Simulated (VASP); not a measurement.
# LiH: what moves the LDA gap besides the functional

How far does the LDA gap of LiH depend on cutoff, mesh and cell? The starting structure is a measured crystal structure from the Crystallography Open Database. Cell and atoms stay as given unless a step says otherwise.

Main program and level: VASP 6.6.1; Kohn-Sham DFT with plane waves and PAW; LDA.

The database entry behind the starting cell differs from later determinations by our own check (the deuteride, about 0.2 % short), so it need not match the best structure at ambient conditions.

## Step 1: Set-up

It takes space group Fm-3m (No. 225, cubic). The conventional cell has a = 4.074 Å, b = 4.074 Å, c = 4.074 Å, α = 90.00°, β = 90.00°, γ = 90.00°. Li has 6 H at 2.04 Å nearest. H has 6 Li at 2.04 Å nearest. Farther neighbours are not listed.

## Step 2: Reference bands

Contents of INCAR:

```
SYSTEM = LiH
PREC = Accurate
ENCUT = 580
EDIFF = 1E-06
NELM = 100
ISMEAR = 0
SIGMA = 0.03
LREAL = .FALSE.
ALGO = Normal
GGA = CA
NBANDS = 14
LORBIT = 11
LWAVE = .FALSE.
LCHARG = .FALSE.
KPAR = 4
```

Contents of POSCAR:

```
LiH
1.0
    0.0000000000      2.0367500000      2.0367500000
    2.0367500000      0.0000000000      2.0367500000
    2.0367500000      2.0367500000      0.0000000000
Li H
1 1
Direct
    0.0000000000      0.0000000000      0.0000000000
    0.5000000000      0.5000000000      0.5000000000
```

Contents of KPOINTS:

```
Automatic mesh
0
Gamma
10 10 10
0 0 0
```

Contents of KPOINTS_OPT:

```
Line mode
10
Line-mode
Reciprocal
  0.00000000   0.00000000   0.00000000 GAMMA
  0.50000000   0.00000000   0.50000000 X

  0.50000000   0.00000000   0.50000000 X
  0.50000000   0.25000000   0.75000000 W

  0.50000000   0.25000000   0.75000000 W
  0.37500000   0.37500000   0.75000000 K

  0.37500000   0.37500000   0.75000000 K
  0.00000000   0.00000000   0.00000000 GAMMA

  0.00000000   0.00000000   0.00000000 GAMMA
  0.50000000   0.50000000   0.50000000 L

  0.50000000   0.50000000   0.50000000 L
  0.62500000   0.25000000   0.62500000 U

  0.62500000   0.25000000   0.62500000 U
  0.50000000   0.25000000   0.75000000 W

  0.50000000   0.25000000   0.75000000 W
  0.50000000   0.50000000   0.50000000 L

  0.50000000   0.50000000   0.50000000 L
  0.37500000   0.37500000   0.75000000 K

  0.62500000   0.25000000   0.62500000 U
  0.50000000   0.00000000   0.50000000 X
```

The projector-augmented-wave data sets are Li_sv and H (LDA family, release 64).

Started as:

```bash
$ mpirun -np 4 vasp_std
```

Output:

```text
[banner, memory and clock lines left out]
running    4 mpi-ranks, on    1 nodes
 distrk:  each k-point on    1 cores,    4 groups
 distr:  one band on    1 cores,    1 groups

 POSCAR found type information on POSCAR LiH
 POSCAR found :  2 types and       2 ions
 LDA part: xc-table for (Slater(with rela. corr.)+CA(PZ))
 , standard interpolation
 POSCAR, INCAR and KPOINTS ok, starting setup
 FFT: planning ... GRIDC
 FFT: planning ... GRID_SOFT
 FFT: planning ... GRID
 WAVECAR not read
 entering main loop
       N       E                     dE             d eps       ncg     rms          rms(c)
DAV:   1     0.157486259764E+01    0.15749E+01   -0.14447E+03  1316   0.270E+02
DAV:   2    -0.655249505403E+01   -0.81274E+01   -0.80228E+01  1764   0.588E+01
DAV:   3    -0.671972218733E+01   -0.16723E+00   -0.16711E+00  1622   0.688E+00
DAV:   4    -0.672028398685E+01   -0.56180E-03   -0.56178E-03  1550   0.384E-01
DAV:   5    -0.672028636051E+01   -0.23737E-05   -0.23737E-05  1626   0.236E-02    0.277E+00
DAV:   6    -0.653077349686E+01    0.18951E+00   -0.15940E-01  1640   0.755E-01    0.135E+00
DAV:   7    -0.646868800569E+01    0.62085E-01   -0.17678E-01  1690   0.877E-01    0.196E-01
DAV:   8    -0.646938194034E+01   -0.69393E-03   -0.29261E-03  1556   0.263E-01    0.394E-02
DAV:   9    -0.646933630478E+01    0.45636E-04   -0.13746E-04  1726   0.287E-02    0.458E-03
DAV:  10    -0.646933649056E+01   -0.18578E-06   -0.30047E-06  1564   0.952E-03
   1 F= -.64693365E+01 E0= -.64693365E+01  d E =-.191412E-49
 Start KPOINTS_OPT (optional k-point list driver)
k-point batch [1-47\100]
       N       E                     dE             ncg
DAV:   1    -0.391782881758E+04   -0.10530E+05     1316
DAV:   2    -0.429254526814E+04   -0.37472E+03     1780
DAV:   3    -0.430094821289E+04   -0.84029E+01     1624
DAV:   4    -0.430099137344E+04   -0.43161E-01     1572
DAV:   5    -0.430099170495E+04   -0.33151E-03     1712
DAV:   6    -0.430099170871E+04   -0.37540E-05     1590
DAV:   7    -0.430099170876E+04   -0.57166E-07     1382
[...]
k-point batch [95-100\100]
       N       E                     dE             ncg
DAV:   1     0.809133289100E+04   -0.17708E+04      168
DAV:   2     0.803946568415E+04   -0.51867E+02      254
DAV:   3     0.803860691076E+04   -0.85877E+00      252
DAV:   4     0.803860573946E+04   -0.11713E-02      174
DAV:   5     0.803860573349E+04   -0.59731E-05      238
DAV:   6     0.803860573345E+04   -0.41088E-07      214
```

The job ended after 6.2 s (4 MPI ranks of Intel Xeon Platinum 8259CL at 2.50GHz (Skylake/Cascade Lake), shared host; peak memory 0.49 GiB).

Lines that name or quote the potential files are left out of all logs, and their timing lines are given in words.

Parts of OUTCAR (step 2):

```text
ion  position               nearest neighbor table
   1  0.000  0.000  0.000-
   2  0.500  0.500  0.500-

  LATTYP: Found a face centered cubic cell.
 ALAT       =     4.0735000000

 Subroutine GETGRP returns: Found 48 space group operations
 (whereof 48 operations were pure point group operations)

The static configuration has the point symmetry O_h .

 Found     47 irreducible k-points:

   k-points           NKPTS =     47   k-points in BZ     NKDIM =     47   number of bands    NBANDS=     14

   dimension x,y,z NGX =    24 NGY =   24 NGZ =   24
   dimension x,y,z NGXF=    48 NGYF=   48 NGZF=   48

   ENCUT  =  580.0 eV  42.63 Ry    6.53 a.u.   5.66  5.66  5.66*2*pi/ulx,y,z

   NELECT =       4.0000    total number of electrons

 k-points in reciprocal lattice and weights: Automatic mesh
   0.00000000  0.00000000  0.00000000       0.001
   0.10000000  0.00000000  0.00000000       0.008
   0.20000000  0.00000000  0.00000000       0.008
   0.30000000  0.00000000  0.00000000       0.008
   0.40000000  0.00000000  0.00000000       0.008
   0.50000000  0.00000000  0.00000000       0.004
   0.10000000  0.10000000  0.00000000       0.006
   0.20000000  0.10000000  0.00000000       0.024
   0.30000000  0.10000000  0.00000000       0.024
[...]
-0.30000000  0.40000000  0.20000000       0.024
  -0.30000000  0.50000000  0.20000000       0.012

 average (electrostatic) potential at core
       1 -66.3177       2 -33.7215

 E-fermi :   0.2841

 k-point     1 :       0.0000    0.0000    0.0000
  band No.  band energies     occupation
      1     -43.5278      2.00000
      2      -5.3990      2.00000
      3      15.4829      0.00000
      4      16.9068      0.00000
      5      16.9068      0.00000
      6      16.9068      0.00000
      7      21.6479      0.00000
    ...

 k-point     2 :       0.1000    0.0000    0.0000
  band No.  band energies     occupation
      1     -43.5236      2.00000
      2      -5.2269      2.00000
      3      13.9611      0.00000
      4      16.1051      0.00000
      5      16.5448      0.00000
      6      16.5448      0.00000
      7      21.0952      0.00000
    ...

 k-point     3 :       0.2000    0.0000    0.0000
  band No.  band energies     occupation
      1     -43.5128      2.00000
      2      -4.7227      2.00000
      3      10.7713      0.00000
      4      14.9616      0.00000
      5      15.9485      0.00000
      6      15.9485      0.00000
      7      21.8699      0.00000
    ...

  Total       -0.4458648     -0.4458648     -0.4458648      0.0000000      0.0000000     -0.0000000
  in kB      -42.2737309    -42.2737309    -42.2737309      0.0000000      0.0000000     -0.0000000
  external PRESSURE =     -42.2737309 kB  Pullay stress =       0.0000000 kB

  energy-cutoff  :      580.00
  volume of cell :       16.90
      direct lattice vectors                 reciprocal lattice vectors
     0.000000000  2.036750000  2.036750000    -0.245489137  0.245489137  0.245489137
     2.036750000  0.000000000  2.036750000     0.245489137 -0.245489137  0.245489137
     2.036750000  2.036750000  0.000000000     0.245489137  0.245489137 -0.245489137

 POSITION                                       TOTAL-FORCE (eV/Angst)
 -----------------------------------------------------------------------------------
      0.00000      0.00000      0.00000         0.000000      0.000000      0.000000
      2.03675      2.03675      2.03675        -0.000000     -0.000000     -0.000000
 -----------------------------------------------------------------------------------
    total drift:                                0.000000     -0.000000     -0.000000

  FREE ENERGIE OF THE ION-ELECTRON SYSTEM (eV)
  ---------------------------------------------------
  free  energy   TOTEN  =        -6.4693364906 eV

  energy  without entropy=       -6.4693364906  energy(sigma->0) =       -6.46933649

 total charge
# of ion       s       p       d       tot
------------------------------------------
    1        2.018   0.074   0.000   2.092
    2        0.515   0.002   0.000   0.517
--------------------------------------------------
tot          2.534   0.076   0.000   2.609

[... 3 further parts left out ...]
```

At this level the cell is under a tension of 4.2 GPa, so at these settings it is away from equilibrium.

The reference gap is 2.649 eV.

## Step 3: Bands with cell and atoms relaxed by LDA

Against step 2 the input has another starting structure. The cell comes from a relaxation at this level, not shown (14.82 Å³).

INCAR is that of step 2.

Contents of POSCAR:

```
LiH
1.0
    0.0000000000      1.9494644931      1.9494644931
    1.9494644931      0.0000000000      1.9494644931
    1.9494644931      1.9494644931      0.0000000000
Li H
1 1
Direct
    0.0000000000      0.0000000000      0.0000000000
    0.5000000000      0.5000000000      0.5000000000
```

KPOINTS is that of step 2.

KPOINTS_OPT is that of step 2.

Started as:

```bash
$ mpirun -np 4 vasp_std
```

Output:

```text
[... set-up lines as in an earlier step ...]
 entering main loop
       N       E                     dE             d eps       ncg     rms          rms(c)
DAV:   1     0.175725990841E+01    0.17573E+01   -0.13951E+03  1316   0.291E+02
DAV:   2    -0.660082965290E+01   -0.83581E+01   -0.82425E+01  1780   0.605E+01
DAV:   3    -0.675591032406E+01   -0.15508E+00   -0.15499E+00  1658   0.652E+00
DAV:   4    -0.675629597339E+01   -0.38565E-03   -0.38564E-03  1546   0.339E-01
[...]
DAV:   8    -0.649631434518E+01   -0.67886E-03   -0.26294E-03  1544   0.256E-01    0.428E-02
DAV:   9    -0.649626082529E+01    0.53520E-04   -0.15486E-04  1718   0.341E-02    0.373E-03
DAV:  10    -0.649626109701E+01   -0.27172E-06   -0.31541E-06  1582   0.101E-02
   1 F= -.64962611E+01 E0= -.64962611E+01  d E =-.222296E-34
 Start KPOINTS_OPT (optional k-point list driver)
k-point batch [1-47\100]
       N       E                     dE             ncg
DAV:   1    -0.375926666023E+04   -0.10633E+05     1338
DAV:   2    -0.418466592546E+04   -0.42540E+03     1856
DAV:   3    -0.419229799743E+04   -0.76321E+01     1652
DAV:   4    -0.419233662699E+04   -0.38630E-01     1558
DAV:   5    -0.419233684152E+04   -0.21453E-03     1712
DAV:   6    -0.419233684300E+04   -0.14758E-05     1520
DAV:   7    -0.419233684301E+04   -0.15574E-07     1400
[...]
k-point batch [95-100\100]
       N       E                     dE             ncg
DAV:   1     0.799748189329E+04   -0.17916E+04      168
DAV:   2     0.794433047674E+04   -0.53151E+02      246
DAV:   3     0.794360787992E+04   -0.72260E+00      242
DAV:   4     0.794360667474E+04   -0.12052E-02      204
DAV:   5     0.794360667021E+04   -0.45314E-05      246
DAV:   6     0.794360667019E+04   -0.16904E-07      200
```

It took 6.2 s on 4 MPI ranks; peak memory 0.49 GiB; 22 s of CPU time.

From OUTCAR (step 3):

```text
  Total        0.0132514      0.0132514      0.0132514     -0.0000000      0.0000000      0.0000000
  in kB        1.4328315      1.4328315      1.4328315     -0.0000000      0.0000000      0.0000000
  external PRESSURE =       1.4328315 kB  Pullay stress =       0.0000000 kB

 POSITION                                       TOTAL-FORCE (eV/Angst)
 -----------------------------------------------------------------------------------
      0.00000      0.00000      0.00000         0.000000     -0.000000     -0.000000
      1.94946      1.94946      1.94946        -0.000000      0.000000      0.000000
 -----------------------------------------------------------------------------------
    total drift:                                0.000000     -0.000000     -0.000000

  FREE ENERGIE OF THE ION-ELECTRON SYSTEM (eV)
  ---------------------------------------------------
  free  energy   TOTEN  =        -6.4962610970 eV

  energy  without entropy=       -6.4962610970  energy(sigma->0) =       -6.49626110

[... 1 part as in an earlier step ...]

[... 2 further parts left out ...]
[key lines of the parts left out:]
E-fermi :   0.8777
```

With cell and atoms relaxed by LDA the gap is 2.523 eV, -0.126 eV from the reference.

## Step 4: Bands with no band path

Against step 2 the input has no band path (also changed: NBANDS).

INCAR: that of step 3 with these lines changed.

```diff
@@ -10,3 +10,3 @@
 GGA = CA
-NBANDS = 14
+NBANDS = 8
 LORBIT = 11
```

Contents of POSCAR:

```
LiH
1.0
    0.0000000000      2.0367500000      2.0367500000
    2.0367500000      0.0000000000      2.0367500000
    2.0367500000      2.0367500000      0.0000000000
Li H
1 1
Direct
    0.0000000000      0.0000000000      0.0000000000
    0.5000000000      0.5000000000      0.5000000000
```

KPOINTS is that of step 3.

Started as:

```bash
$ mpirun -np 4 vasp_std
```

Output:

```text
[... set-up lines as in an earlier step ...]
 entering main loop
       N       E                     dE             d eps       ncg     rms          rms(c)
DAV:   1    -0.296753706474E+01   -0.29675E+01   -0.14246E+03   752   0.467E+02
DAV:   2    -0.668588164915E+01   -0.37183E+01   -0.37183E+01  1080   0.480E+01
DAV:   3    -0.672012684967E+01   -0.34245E-01   -0.34245E-01   896   0.457E+00
DAV:   4    -0.672028617384E+01   -0.15932E-03   -0.15932E-03  1192   0.264E-01
[...]
DAV:   8    -0.646939442277E+01   -0.72461E-03   -0.32527E-03   824   0.418E-01    0.434E-02
DAV:   9    -0.646933669907E+01    0.57724E-04   -0.21254E-04  1112   0.572E-02    0.555E-03
DAV:  10    -0.646933649494E+01    0.20413E-06   -0.36624E-06   888   0.155E-02
   1 F= -.64693365E+01 E0= -.64693365E+01  d E =-.374712E-11
```

Elapsed: 2.6 s, on 4 MPI ranks; peak memory 0.44 GiB; 7.7 s of CPU time.

OUTCAR, selected parts (step 4):

```text
  Total       -0.4458438     -0.4458438     -0.4458438     -0.0000000     -0.0000000      0.0000000
  in kB      -42.2717392    -42.2717392    -42.2717392     -0.0000000     -0.0000000      0.0000000
  external PRESSURE =     -42.2717392 kB  Pullay stress =       0.0000000 kB

 POSITION                                       TOTAL-FORCE (eV/Angst)
 -----------------------------------------------------------------------------------
      0.00000      0.00000      0.00000        -0.000000     -0.000000      0.000000
      2.03675      2.03675      2.03675         0.000000      0.000000     -0.000000
 -----------------------------------------------------------------------------------
    total drift:                                0.000000     -0.000000     -0.000000

  FREE ENERGIE OF THE ION-ELECTRON SYSTEM (eV)
  ---------------------------------------------------
  free  energy   TOTEN  =        -6.4693364949 eV

  energy  without entropy=       -6.4693364949  energy(sigma->0) =       -6.46933649

[... 1 part as in an earlier step ...]

[... 2 further parts left out ...]
[key lines of the parts left out:]
E-fermi :   0.0990
```

With no band path the gap is 2.649 eV, +0.000 eV from the reference, read on the mesh alone.

## Step 5: Bands with a cutoff of 800 eV

Against step 2 the input has ENCUT = 800.

INCAR: that of step 4 with these lines changed.

```diff
@@ -2,3 +2,3 @@
 PREC = Accurate
-ENCUT = 580
+ENCUT = 800
 EDIFF = 1E-06
@@ -10,3 +10,3 @@
 GGA = CA
-NBANDS = 8
+NBANDS = 14
 LORBIT = 11
```

POSCAR is that of step 4.

KPOINTS is that of step 4.

KPOINTS_OPT is that of step 3.

Started as:

```bash
$ mpirun -np 4 vasp_std
```

Output:

```text
[... set-up lines as in an earlier step ...]
 entering main loop
       N       E                     dE             d eps       ncg     rms          rms(c)
DAV:   1     0.313576923740E+01    0.31358E+01   -0.16021E+03  1316   0.331E+02
DAV:   2    -0.649320599681E+01   -0.96290E+01   -0.95288E+01  1752   0.706E+01
DAV:   3    -0.671746903171E+01   -0.22426E+00   -0.22406E+00  1660   0.826E+00
DAV:   4    -0.671918385207E+01   -0.17148E-02   -0.17148E-02  1544   0.668E-01
[...]
DAV:   8    -0.646872093909E+01   -0.69817E-03   -0.29170E-03  1568   0.266E-01    0.401E-02
DAV:   9    -0.646867037456E+01    0.50565E-04   -0.14739E-04  1712   0.302E-02    0.498E-03
DAV:  10    -0.646867030571E+01    0.68848E-07   -0.32492E-06  1558   0.101E-02
   1 F= -.64686703E+01 E0= -.64686703E+01  d E =-.139698E-51
 Start KPOINTS_OPT (optional k-point list driver)
k-point batch [1-47\100]
       N       E                     dE             ncg
DAV:   1    -0.386452707610E+04   -0.11766E+05     1316
DAV:   2    -0.429023163799E+04   -0.42570E+03     1812
DAV:   3    -0.430072110190E+04   -0.10489E+02     1676
DAV:   4    -0.430080434922E+04   -0.83247E-01     1570
DAV:   5    -0.430080508244E+04   -0.73322E-03     1696
DAV:   6    -0.430080508918E+04   -0.67352E-05     1612
DAV:   7    -0.430080508925E+04   -0.73973E-07     1412
[...]
k-point batch [95-100\100]
       N       E                     dE             ncg
DAV:   1     0.101958674011E+05   -0.20254E+04      168
DAV:   2     0.101411264595E+05   -0.54741E+02      242
DAV:   3     0.101398759312E+05   -0.12505E+01      248
DAV:   4     0.101398730847E+05   -0.28464E-02      194
DAV:   5     0.101398730724E+05   -0.12315E-04      226
DAV:   6     0.101398730723E+05   -0.12703E-06      222
```

Run time: 12 s. Hardware: 4 MPI ranks; peak memory 0.58 GiB; 46 s of CPU time.

[end of part 1 of 2]

[Lines on the potential files, build, host, timing and source positions are cut from VASP's logs without a mark.]

[Logs are printed without paths, hosts, clocks, repeated set-up lines and the standing remarks that a program may print on its own settings, such as how far it seeks lower states.]

[Hosts, paths, dates, database ids (printed as entryN), source tags and the programs' standing remarks are cut or masked in the printed files.]
